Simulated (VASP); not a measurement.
A run of VASP 6.6.1 is set up as follows.

The input INCAR:

```
PREC     = Accurate       # precision mode
ENCUT    = 600            # plane-wave cutoff, eV
EDIFF    = 1E-6           # SCF threshold, eV
ISMEAR   = 1              # smearing method
SIGMA    = 0.1            # smearing width, eV
LREAL    = F              # projectors in reciprocal space
LASPH    = T              # aspherical terms in the spheres
NELM     = 80             # most SCF steps
ALGO     = Normal         # electronic algorithm
ISIF     = 3              # what is computed and relaxed
LWAVE    = F              # write WAVECAR
LCHARG   = F              # write CHGCAR
METAGGA  = R2SCAN         # meta-GGA
LMIXTAU  = T            
IBRION   = 2              # ionic algorithm
NSW      = 60             # ionic steps
EDIFFG   = -0.005         # ionic threshold
```

KPOINTS

```
Automatic mesh
0
Gamma
  8 8 8
```

File POSCAR:

```
WAu
1.0
    0.0000000000      2.9092100000      2.9092100000
    2.9092100000      0.0000000000      2.9092100000
    2.9092100000      2.9092100000      0.0000000000
W Au
1 1
Direct
    0.0000000000      0.0000000000      0.0000000000
    0.7500000000      0.7500000000      0.7500000000
```

Potentials or basis: VASP PAW PBE potentials, release 64 (W_sv, Au).

The run is started by

```bash
$ cat potpaw_PBE.64/W_sv/POTCAR potpaw_PBE.64/Au/POTCAR > POTCAR
$ mpirun -np 1 vasp_std > vasp.out
```

Question: Predict the relaxed cell.

Answer: a = 4.084 Å, b = 4.084 Å, c = 4.084 Å, α = 60.00°, β = 60.00°, γ = 60.00°.

Question: What does it give for the relaxed volume?

Answer: 24.08 Å³/atom.

Question: Estimate the band gap on the k mesh.

Answer: None (metal or under the smearing width).

Question: Estimate the space group after relaxing (to 0.05 Å).

Answer: F-43m (No. 216).

The path:
```tsv
step	energy change (eV)	largest force (eV/Å)	pressure (GPa)	volume (Å³)
1	0.0000	0.0000	-2.93	49.24
2	0.0326	0.0000	6.89	46.11
3	-0.0100	0.0000	-0.04	48.19
4	-0.0100	0.0000	0.01	48.17
```

Caveat: the PAW data sets were made with another functional, which shifts forces and pressure a little. Spin-orbit coupling is left out, which matters for the levels of Au, W.
